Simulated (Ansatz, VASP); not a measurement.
# ZnH2S (ZnS wire along [110], 8 atoms a period, H-terminated) in two plane-wave programs

One calculation is typed for both programs; each brings its own data sets. How far apart do they land? Of the first pair: The structure shown is the start of the Ansatz relaxation below; VASP solves that cell, so the two are compared at the walk's first step.

Main program and level: Ansatz 0.2.0; plane waves, with VASP 6.6.1 beside it; PBE.

**1. Set-up**

The cell holds 16 atoms: 8 H, 4 Zn and 4 S. Its edges and angles: a = 15.339 Å, b = 13.234 Å, c = 3.854 Å, α = 90.0°, β = 90.0°, γ = 90.0°. Vacuum lies along a and b. The structure's axis is c.

**2. Ansatz: relaxation, PBE**

Ansatz runs on its PAW soft_1 files.

The two programs are compared at the cell with which this relaxation starts, whose forces are those of its first step.

input.yaml reads:

```yaml
crystal:
  lattice:
    - [15.339, 0.0, 0.0]
    - [0.0, 13.234, 0.0]
    - [0.0, 0.0, 3.8537319575]
  atoms:
    - { symbol: H, position: [0.399308951, 0.256914009, 0.0] }
    - { symbol: Zn, position: [0.458779153, 0.354395088, 0.0] }
    - { symbol: H, position: [0.221657214, 0.597475833, 0.5] }
    - { symbol: H, position: [0.221657214, 0.402513675, 0.5] }
    - { symbol: Zn, position: [0.281127415, 0.499994754, 0.5] }
    - { symbol: S, position: [0.547605022, 0.64559442, 0.5] }
    - { symbol: S, position: [0.547605022, 0.354395088, 0.5] }
    - { symbol: H, position: [0.600676531, 0.732587028, 0.5] }
    - { symbol: H, position: [0.600676531, 0.26740248, 0.5] }
    - { symbol: Zn, position: [0.63643089, 0.499994754, 0.5] }
    - { symbol: S, position: [0.369953284, 0.499994754, 0.0] }
    - { symbol: H, position: [0.399308951, 0.743075499, 0.0] }
    - { symbol: Zn, position: [0.458779153, 0.64559442, 0.0] }
    - { symbol: S, position: [0.725256759, 0.499994754, 0.0] }
    - { symbol: H, position: [0.778328268, 0.586987363, 0.0] }
    - { symbol: H, position: [0.778328268, 0.413002146, 0.0] }
kpoints:
  mp_grid: { grid: [1, 1, 21] }
scf:
  occupations: { method: fermi_dirac, width: 0.05 }
hamiltonian:
  xc: pbe
  pseudopotentials: { kind: paw, azcp: { folder: soft_1 } }
relax:
  cell: { fix: [a, b, alpha, beta, gamma] }
  max_steps: 45
  f_tol: 0.03
```

On the command line:

```
> ansatz run input.yaml --threads 4 --pin off --max-ram 16384MiB --backend cpu --events-out ev --progress --plain --runs-dir out
```

Numbers of over 12 decimals in the logs are rounded to 6 here.

Log:

```text
Engine: ansatz 0.2.0, aarch64-unknown-linux-gnu
Pseudopotentials: kind: paw
Pseudopotential: H, paw, valence charge 1, recommended cutoff 420 eV (normal), soft_1/H.paw.azcp
Pseudopotential: Zn, paw, valence charge 12, recommended cutoff 420 eV (normal), soft_1/Zn.paw.azcp
Pseudopotential: S, paw, valence charge 6, recommended cutoff 420 eV (normal), soft_1/S.paw.azcp
Functional definition: PBE
  parameter kappa = 0.804
  parameter beta = 0.066725
  exchange = pbe_x(kappa = kappa, mu = beta*pi^2/3)
  correlation = pbe_c(beta = beta)
Crystal: 16 atoms, lattice volume = 782.293 Å³
Basis set: ecut = 420 eV, 15335 PW (Γ), exchange–correlation on 216×180×54 points (8 copies of the dense FFT grid, shifted against one another)
Bands: 56, of which v1, the nominal top of the filled ones, is band 40 counted from 1 (39 counted from 0)
Symmetry: 4 space group operations
Space group: Pmm2 (ITA 25), of the structure as read, at distance tolerance 9.2e-5 Å
k-points: 11 of 21
Non-local potential: H, projectors of the file, l = 0: 2, l = 1: 1
Non-local potential: Zn, projectors of the file, l = 0: 2, l = 1: 2, l = 2: 3, l = 3: 1
Non-local potential: S, projectors of the file, l = 0: 2, l = 1: 2, l = 2: 1
PAW form: soft (Blöchl's): semilocal exchange-correlation on the pseudo side does not see the compensation charge
PAW one-centre angular grid: H, 110 points (default); XC on 64 Gauss nodes
PAW one-centre angular grid: Zn, 590 points (default); XC on 64 Gauss nodes
PAW one-centre angular grid: S, 110 points (default); XC on 64 Gauss nodes
Initial density: superposition of atomic densities (neutral atoms: chi_scale 0, normalization atom)
Initial wavefunctions: pseudopotential atomic-orbital guess
Functional: x = pbe(κ = 0.804, μ = 0.219515), c = pbe(β = 0.066725)
SCF iter   1: F=—  HF=-17015.785228 eV  |F-HF|=—  |Δ(HF+E_count)|=         —  Δρ=3.59e-2  dr2=2.23e1  ethr=3.10e-3  ⟨swp⟩=10.1  Hψ=3870  notcnv=0  defer=7
preconditioner: auto → Resta (q_TF=auto, 1.866 Å⁻¹)  ε∞=2.3  [insulator: Δε(μ)=3.678 eV  Ē_g=10.361 eV  σ=0.050 eV  W_gap=1.00  n_scr=72 (ndim 8)  ℏωp=11.9 eV  f_vac=0.618  D(μ)=0.00/eV (n_scr^D=0)  ε∞_Penn≈2.3  vacuum switching on, ρ_ref=7.8e-3 e/Å³]
SCF iter   2: F=—  HF=-17011.515988 eV  |F-HF|=—  |Δ(HF+E_count)|=    4.27e0  Δρ=2.98e-2  dr2=4.74e1  ethr=3.10e-3  ⟨swp⟩=5.4  Hψ=1441  notcnv=0  defer=97
preconditioner: auto → LDOS  [metal: Δε(μ)=0.019 eV  Ē_g=10.155 eV  σ=0.050 eV  W_gap=0.09  n_scr=72 (ndim 8)  ℏωp=11.9 eV  f_vac=0.629  D(μ)=14.06/eV (n_scr^D=68)  β→1.0]
SCF iter   3: F=—  HF=-17010.291360 eV  |F-HF|=—  |Δ(HF+E_count)|=    1.22e0  Δρ=1.52e-2  dr2=6.69e0  ethr=3.10e-3  ⟨swp⟩=4.4  Hψ=1460  notcnv=0  defer=64
SCF iter   4: F=—  HF=-17009.366905 eV  |F-HF|=—  |Δ(HF+E_count)|=   9.24e-1  Δρ=1.20e-2  dr2=3.57e0  ethr=3.10e-3  ⟨swp⟩=3.2  Hψ=1089  notcnv=0  defer=95
SCF iter   5: F=—  HF=-17008.838313 eV  |F-HF|=—  |Δ(HF+E_count)|=   5.29e-1  Δρ=3.58e-3  dr2=6.62e-1  ethr=3.10e-3  ⟨swp⟩=2.9  Hψ=1136  notcnv=0  defer=78
SCF iter   6: F=—  HF=-17008.838125 eV  |F-HF|=—  |Δ(HF+E_count)|=   1.88e-4  Δρ=4.39e-3  dr2=9.37e-1  ethr=8.27e-4  ⟨swp⟩=3.3  Hψ=800  notcnv=0  defer=80
SCF iter   7: F=—  HF=-17008.817259 eV  |F-HF|=—  |Δ(HF+E_count)|=   2.09e-2  Δρ=9.46e-4  dr2=2.64e-2  ethr=8.27e-4  ⟨swp⟩=1.4  Hψ=543  notcnv=0  defer=80
SCF iter   8: F=—  HF=-17008.818136 eV  |F-HF|=—  |Δ(HF+E_count)|=   8.77e-4  Δρ=1.10e-3  dr2=4.86e-2  ethr=3.30e-5  ⟨swp⟩=2.7  Hψ=939  notcnv=0  defer=80
SCF iter   9: F=—  HF=-17008.817511 eV  |F-HF|=—  |Δ(HF+E_count)|=   6.25e-4  Δρ=8.28e-4  dr2=3.16e-2  ethr=3.30e-5  ⟨swp⟩=1.4  Hψ=540  notcnv=0  defer=80
SCF iter  10: F=—  HF=-17008.816530 eV  |F-HF|=—  |Δ(HF+E_count)|=   9.81e-4  Δρ=2.54e-4  dr2=2.00e-3  ethr=3.30e-5  ⟨swp⟩=1.0  Hψ=536  notcnv=0  defer=80
[...]
Crystal: 16 atoms, lattice volume = 835.141 Å³
Basis set: ecut = 420 eV, 16283 PW (Γ), exchange–correlation on 216×180×54 points (8 copies of the dense FFT grid, shifted against one another)
[...]
preconditioner: auto → Resta (q_TF=auto, 1.845 Å⁻¹)  ε∞=2.2  [insulator: Δε(μ)=2.995 eV  Ē_g=10.436 eV  σ=0.050 eV  W_gap=1.00  n_scr=92 (ndim 8)  ℏωp=11.5 eV  f_vac=0.641  D(μ)=0.00/eV (n_scr^D=0)  ε∞_Penn≈2.2  vacuum switching on, ρ_ref=7.9e-3 e/Å³]
[...]
SCF 26 converged in 6 iterations: F = -17012.030610 eV  dr2 = 2.10e-7
relax step  26: F+E_penalty+E_count = -17012.03061041 eV  Δ(F+E_penalty+E_count) = -4.371e-3 eV  max|allowed force component| = 1.079e-2 eV/Å  Δτ_max = 0.0302 Å  P = -0.006 GPa  Ω = 835.141 Å³  energy of the carried Pulay correction = -8.931e-3 eV  fix = [a, b, alpha, beta, gamma]  reactions: a -0.025, b +0.009 GPa  (6 SCF iters, dr2 threshold 1.55e-6 eV, accepted)
Basis set: ecut = 420 eV, 16283 PW (Γ), exchange–correlation on 216×180×60 points (8 copies of the dense FFT grid, shifted against one another)
Initial wavefunctions: pseudopotential atomic-orbital guess (no wavefunctions were taken with the density)
iter 1 solved again at ethr=4.91e-6 eV; its pass at ethr=3.10e-3 eV (dr2=3.92e-3 eV) is discarded
SCF iter   1: F=—  HF=-17012.007147 eV  |F-HF|=—  |Δ(HF+E_count)|=         —  Δρ=3.52e-4  dr2=4.91e-5  ethr=4.91e-6  ⟨swp⟩=4.5  Hψ=5955  notcnv=0
eigensolver tolerance schedule: the retry pair's looser diagonalisation over-reported the residual by 78.95 of it (diagonalisation noise at 0.14 of the residual, at the tolerance the schedule requests for it); recorded, not acted on — ethr = c·dr2/N_el stays at c = 1.0e-1
preconditioner: auto → Resta (q_TF=auto, 1.845 Å⁻¹)  ε∞=2.2  [insulator: Δε(μ)=3.014 eV  Ē_g=10.427 eV  σ=0.050 eV  W_gap=1.00  n_scr=92 (ndim 8)  ℏωp=11.5 eV  f_vac=0.642  D(μ)=0.00/eV (n_scr^D=0)  ε∞_Penn≈2.2  vacuum switching on, ρ_ref=7.9e-3 e/Å³]
SCF iter   2: F=—  HF=-17012.030219 eV  |F-HF|=—  |Δ(HF+E_count)|=   2.31e-2  Δρ=1.93e-4  dr2=3.52e-5  ethr=6.14e-8  ⟨swp⟩=3.0  Hψ=1361  notcnv=0
SCF iter   3: F=—  HF=-17012.040841 eV  |F-HF|=—  |Δ(HF+E_count)|=   1.06e-2  Δρ=5.92e-5  dr2=7.94e-6  ethr=4.41e-8  ⟨swp⟩=2.5  Hψ=1333  notcnv=0  defer=10
SCF iter   4: F=—  HF=-17012.041821 eV  |F-HF|=—  |Δ(HF+E_count)|=   9.80e-4  Δρ=9.26e-6  dr2=2.78e-7  ethr=9.92e-9  ⟨swp⟩=2.1  Hψ=1082  notcnv=0  defer=10
SCF iter   5: F=—  HF=-17012.041960 eV  |F-HF|=—  |Δ(HF+E_count)|=   1.39e-4  Δρ=3.25e-6  dr2=3.77e-8  ethr=3.48e-10  ⟨swp⟩=2.0  Hψ=992  notcnv=0  defer=10
SCF iter   6: F=—  HF=-17012.041966 eV  |F-HF|=—  |Δ(HF+E_count)|=   5.59e-6  Δρ=1.22e-6  dr2=7.94e-9  ethr=4.71e-11  ⟨swp⟩=2.0  Hψ=937  notcnv=0  defer=10
SCF iter   7: F=—  HF=-17012.041967 eV  |F-HF|=—  |Δ(HF+E_count)|=   1.10e-6  Δρ=6.20e-7  dr2=1.82e-9  ethr=9.93e-12  ⟨swp⟩=2.0  Hψ=992  notcnv=0  defer=10
SCF iter   8: F=—  HF=-17012.041967 eV  |F-HF|=—  |Δ(HF+E_count)|=   1.92e-7  Δρ=1.36e-7  dr2=1.70e-10  ethr=2.28e-12  ⟨swp⟩=2.0  Hψ=992  notcnv=0  defer=10
SCF iter   9: F=-17012.041967 eV  HF=-17012.041967 eV  |F-HF|=7.28e-11  |Δ(HF+E_count)|=   2.21e-8  Δρ=5.85e-8  dr2=3.62e-11  ethr=1.00e-12  ⟨swp⟩=5.0  Hψ=2169  notcnv=0
SCF 27 converged in 9 iterations: F = -17012.041967 eV  dr2 = 3.62e-11
relax step  27: F+E_penalty+E_count = -17012.04196703 eV  Δ(F+E_penalty+E_count) = -1.136e-2 eV  max|allowed force component| = 1.060e-2 eV/Å  Δτ_max = 0.0000 Å  P = +0.000 GPa  Ω = 835.141 Å³  fix = [a, b, alpha, beta, gamma]  reactions: a -0.023, b +0.011 GPa  stress off target by 1.36e-2 GPa on what of the cell is left free  SCF on the basis re-selected at this cell (its energy is not comparable with the rows above)  (9 SCF iters)
basis re-selected at this cell: Δ(F+E_penalty+E_count) = -1.136e-2 eV, ΔP = +0.006 GPa vs the last step (what re-selecting the basis moved, of the pressure what is left beyond the Pulay correction that the steps carried, after the strain that the cell walked since its last selection, with what the two solves' SCF thresholds leave and, on support functions, any second-order correction that the steps lacked; it is no measure of the basis error at this ecutwfc). The dense FFT grid was sized anew with the basis: this SCF ran on 108×90×30 points, the steps before it on 108×90×27, so part of this shift can come from that change (see relax.cell in the input reference). [rest of the remark cut]
SCF converged after 9 iterations
Free energy (F): -17012.041967 eV
Harris-Foulkes:  -17012.041967 eV  (|F-HF|=7.28e-11)
Internal energy: -17012.041967 eV  (E = F + TS)
E sigma→0 (E₀):  -17012.041967 eV
Fermi energy:    -2.371126 eV
--- Per-component energies (eV) ---
  E_band       = -701.115589
  E_kinetic    = 1109.035045
  E_local      = -26971.566789  (includes V_loc(G=0)·N_el)
  E_nonlocal   = 3418.789759
  E_hartree    = 12039.158181
  E_xc         = -733.447625
  E_vxc        = -616.539565  (∫ρ·V_xc dr)
  E_paw        = -10026.466812  (= ΣΔE_a)
  E_vpaw       = -1719.141320  (= ΣTr[D̂ρ^β])
  E_aug_tail   = -0.008453  (compensation charges beyond the density's cutoff)
  E_ewald      = 4152.464727
  E_smearing   = -0.000000  (= −TS)
  E_closure    = -0.000000  (closes the sum)
  Σ components = -17012.041967   (vs F -17012.041967, Δ=0.00e0)
--- Forces (eV/Å), atoms counted from 1 ---
  atom   1  H     -0.00099735     0.00114864    -0.00000000
  atom   2  Zn     0.00108415     0.00744894     0.00000000
  atom   3  H     -0.00387462    -0.00136338    -0.00000000
  atom   4  H     -0.00387462     0.00136338    -0.00000000
  atom   5  Zn    -0.00037210    -0.00000000    -0.00000000
  atom   6  S      0.00256424     0.00691934     0.00000000
  atom   7  S      0.00256424    -0.00691934     0.00000000
  atom   8  H     -0.00476841     0.00046232    -0.00000000
  atom   9  H     -0.00476841    -0.00046232    -0.00000000
  atom  10  Zn     0.01060332     0.00000000     0.00000000
  atom  11  S     -0.00280445    -0.00000000    -0.00000000
  atom  12  H     -0.00099735    -0.00114864    -0.00000000
  atom  13  Zn     0.00108415    -0.00744894     0.00000000
  atom  14  S     -0.00059304    -0.00000000    -0.00000000
  atom  15  H      0.00257549     0.00184426     0.00000000
  atom  16  H      0.00257549    -0.00184426     0.00000000
  max |Σ_I F_I| component: 7.16e-7 eV/Å
--- Stress (GPa, compression-positive) ---
       -0.023428      -0.000000      -0.000000
       -0.000000       0.010729       0.000000
       -0.000000       0.000000       0.013576
  P = ⅓ Tr σ = 0.0003 GPa (0.003 kbar)
--- Relaxed structure (26 steps of the walk, 25 accepted, 1 SCFs on fresh bases) ---
  F+E_penalty+E_count = -17012.04196703 eV   max|allowed force component| = 1.060e-2 eV/Å   (the final SCF, on the basis selected at the relaxed cell)
  cell:  # Å, volume = 835.1412 Å³
    - [15.339, 0, 0]
    - [0, 13.234, 0]
    - [0, 0, 4.114070]
  atoms:
    - { symbol: H, position: [0.412621, 0.231635, -4.81989436450998e-18] }
    - { symbol: Zn, position: [0.462078, 0.332270, -4.2186862680756475e-18] }
    - { symbol: H, position: [0.225883, 0.615538, 0.500000] }
    - { symbol: H, position: [0.225883, 0.384462, 0.500000] }
    - { symbol: Zn, position: [0.230381, 0.500000, 0.500000] }
    - { symbol: S, position: [0.556772, 0.653217, 0.500000] }
    - { symbol: S, position: [0.556772, 0.346783, 0.500000] }
    - { symbol: H, position: [0.629048, 0.593603, 0.500000] }
    - { symbol: H, position: [0.629048, 0.406397, 0.500000] }
    - { symbol: Zn, position: [0.470619, 0.500000, 0.500000] }
    - { symbol: S, position: [0.392498, 0.500000, 0] }
    - { symbol: H, position: [0.412621, 0.768365, 4.819894364509975e-18] }
    - { symbol: Zn, position: [0.462078, 0.667730, 4.218686268075646e-18] }
    - { symbol: S, position: [0.745646, 0.500000, 0] }
    - { symbol: H, position: [0.806764, 0.573573, -2.558247997010251e-18] }
    - { symbol: H, position: [0.806764, 0.426427, 2.558247997010244e-18] }
```

(Part 1 of 2 ends here.)

[Lines on the potential files, build, host, timing and source positions are cut from VASP's logs without a mark.]

[Logs are printed without paths, hosts, clocks, repeated set-up lines and the standing remarks that a program may print on its own settings, such as how far it seeks lower states.]

[Hosts, paths, dates, database ids (printed as entryN), source tags and the programs' standing remarks are cut or masked in the printed files.]
